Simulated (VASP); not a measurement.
# HgTe (Coloradoite) (F-43m) in VASP: notebook, part 2 of 2

VASP 6.6.1.

### Step 4. Relaxation of the atoms, PBEsol (a relaxed cell with its volume scaled by 0.94)

Input file INCAR:

```
ALGO = Normal ; EDIFF = 1E-7
EDIFFG = -0.01 ; ENCUT = 600
GGA = PS ; IBRION = 2
ISIF = 2 ; ISMEAR = 0
LASPH = True ; LCHARG = False
LREAL = False ; LWAVE = False
NELM = 80 ; NSW = 40
PREC = Accurate ; SIGMA = 0.03
```

Input file KPOINTS:

```
k-points
0
Gamma
  10 10 10
```

Input file POSCAR:

```
HgTe                                    
1.0
    0.0000000000      3.1915001823      3.1915001823
    3.1915001823      0.0000000000      3.1915001823
    3.1915001823      3.1915001823      0.0000000000
  Hg              Te            
     1     1
Direct
     0.0000000000000000    0.0000000000000000    0.0000000000000000
     0.2500000000000000    0.2500000000000000    0.2500000000000000
```

Potentials or basis: VASP PAW PBE potentials, release 64 (Hg, Te).

On the command line:

```console
$ cat potpaw_PBE.64/Hg/POTCAR potpaw_PBE.64/Te/POTCAR > POTCAR
$ mpirun -np 1 vasp_std > vasp.out
```

OUTCAR:

```text
EDIFF = 1E-7
   EDIFFG = -0.01
   ENCUT = 600
   GGA = PS
   IBRION = 2
   ISIF = 2
   ISMEAR = 0
   LASPH = True
   LREAL = False
   NELM = 80
   NSW = 40
   PREC = Accurate

 ion  position               nearest neighbor table
   1  0.000  0.000  0.000-   2 2.76   2 2.76   2 2.76   2 2.76
   2  0.250  0.250  0.250-   1 2.76   1 2.76   1 2.76   1 2.76

  LATTYP: Found a face centered cubic cell.
 ALAT       =     6.3830003646

  Lattice vectors:

 A1 = (   0.0000000000,   3.1915001823,   3.1915001823)
 A2 = (   3.1915001823,   0.0000000000,   3.1915001823)
 A3 = (   3.1915001823,   3.1915001823,   0.0000000000)

Analysis of symmetry for initial positions (statically):
=====================================================================
 Subroutine PRICEL returns:
 Original cell was already a primitive cell.

 Routine SETGRP: Setting up the symmetry group for a
 face centered cubic supercell.

 Subroutine GETGRP returns: Found 24 space group operations
 (whereof 24 operations were pure point group operations)
 out of a pool of 48 trial point group operations.

The static configuration has the point symmetry T_d .

Analysis of symmetry for dynamics (positions and initial velocities):
=====================================================================
[... 173 lines left out ...]
      5      -3.6315      2.00000
      6      -3.6315      2.00000
      7       2.6512      2.00000
      8       3.3639      1.33333
      9       3.3639      1.33333
     10       3.3639      1.33333
     11       7.4716      0.00000
     12       7.4716      0.00000
     13       7.4716      0.00000
[... 354 lines left out ...]
  band No.  band energies     occupation
      1      -8.2789      2.00000
      2      -4.0750      2.00000
      3      -3.9392      2.00000
      4      -3.9149      2.00000
      5      -3.5801      2.00000
      6      -3.5401      2.00000
      7      -1.3338      2.00000
      8       1.1524      2.00000
      9       1.3561      2.00000
     10       5.3892      0.00000
     11       6.2119      0.00000
     12       9.7779      0.00000
     13      10.5854      0.00000

 [... further k-points ...]
[... 5 lines left out ...]
  --------------------------------------------------------------------------------------
  -------------------------------------------------------------------------------------
  Total        1.2396849      1.2396849      1.2396849     -0.0000000      0.0000000      0.0000000
  in kB       30.5497233     30.5497233     30.5497233     -0.0000000      0.0000000      0.0000000
  external PRESSURE =      30.5497233 kB  Pullay stress =       0.0000000 kB

 VOLUME and BASIS-vectors are now :
 -----------------------------------------------------------------------------
  energy-cutoff  :      600.00
  volume of cell :       65.02
      direct lattice vectors                 reciprocal lattice vectors
     0.000000000  3.191500182  3.191500182    -0.156666135  0.156666135  0.156666135
     3.191500182  0.000000000  3.191500182     0.156666135 -0.156666135  0.156666135
     3.191500182  3.191500182  0.000000000     0.156666135  0.156666135 -0.156666135

 POSITION                                       TOTAL-FORCE (eV/Angst)
 -----------------------------------------------------------------------------------
      0.00000      0.00000      0.00000        -0.000000      0.000000      0.000000
      1.59575      1.59575      1.59575         0.000000     -0.000000     -0.000000
 -----------------------------------------------------------------------------------
    total drift:                                0.000000      0.000000      0.000000

  FREE ENERGIE OF THE ION-ELECTRON SYSTEM (eV)
  ---------------------------------------------------
  free  energy   TOTEN  =        -4.3391295128 eV

  energy  without entropy=       -4.3390832341  energy(sigma->0) =       -4.33910637

 reached required accuracy - stopping structural energy minimisation
```

OSZICAR:

```text
N       E                     dE             d eps       ncg     rms          rms(c)
DAV:   1     0.115974984333E+03    0.11597E+03   -0.88335E+03  1230   0.135E+03
DAV:   2     0.237557346160E+00   -0.11574E+03   -0.10983E+03  1287   0.281E+02
DAV:   3    -0.453676197208E+01   -0.47743E+01   -0.47381E+01  1537   0.586E+01
DAV:   4    -0.458312336585E+01   -0.46361E-01   -0.46353E-01  1655   0.535E+00
DAV:   5    -0.458337839357E+01   -0.25503E-03   -0.25503E-03  1502   0.328E-01    0.834E+00
DAV:   6    -0.435273539163E+01    0.23064E+00   -0.56814E-01  1417   0.116E+01    0.660E+00
DAV:   7    -0.434157899194E+01    0.11156E-01   -0.12301E-01  1352   0.286E+00    0.236E+00
DAV:   8    -0.433938390293E+01    0.21951E-02   -0.13093E-02  1277   0.159E+00    0.690E-01
DAV:   9    -0.433911930834E+01    0.26459E-03   -0.85383E-04  1437   0.381E-01    0.154E-01
DAV:  10    -0.433912415846E+01   -0.48501E-05   -0.87523E-05  1393   0.101E-01    0.578E-02
DAV:  11    -0.433913145884E+01   -0.73004E-05   -0.30006E-05  1352   0.563E-02    0.407E-02
DAV:  12    -0.433912953061E+01    0.19282E-05   -0.55563E-06  1362   0.261E-02    0.185E-02
DAV:  13    -0.433912951282E+01    0.17789E-07   -0.40207E-07  1377   0.430E-03
   1 F= -.43391295E+01 E0= -.43391064E+01  d E =-.433913E+01
```

It took 55 s on 1 thread of AMD EPYC 7R13 (Zen 3), shared host; peak memory 0.21 GiB.

What came out:

- Free energy: -4.3391 eV
- Pressure after relaxing: 3.1 GPa
- Band gap on the k mesh: none (metal or under the smearing width)

Final structure:
```
Hg Te
1.0
     0.00000    3.19150    3.19150
     3.19150    0.00000    3.19150
     3.19150    3.19150    0.00000
Hg Te
1 1
Cartesian
  0.0000 0.0000 0.0000
  1.5958 1.5958 1.5958
```

Levels at points of the mesh, in eV from the Fermi level:
```csv
k point,band 6,band 7,band 8,band 9,band 10,band 11,band 12,band 13
"(0.00, 0.00, 0.00)",-7.00,-0.72,-0.01,-0.01,-0.01,4.10,4.10,4.10
"(0.50, 0.00, 0.00)",-6.68,-5.81,-1.08,-1.08,0.63,4.93,4.93,6.69
"(0.50, 0.50, 0.00)",-6.51,-5.69,-2.47,-2.47,1.81,2.27,8.24,8.96
```

Caveat: the relaxation stopped at its first step, so nothing moved; the PAW data sets were made with another functional, which shifts forces and pressure a little. Spin-orbit coupling is left out, which matters for the levels of Hg, Te.
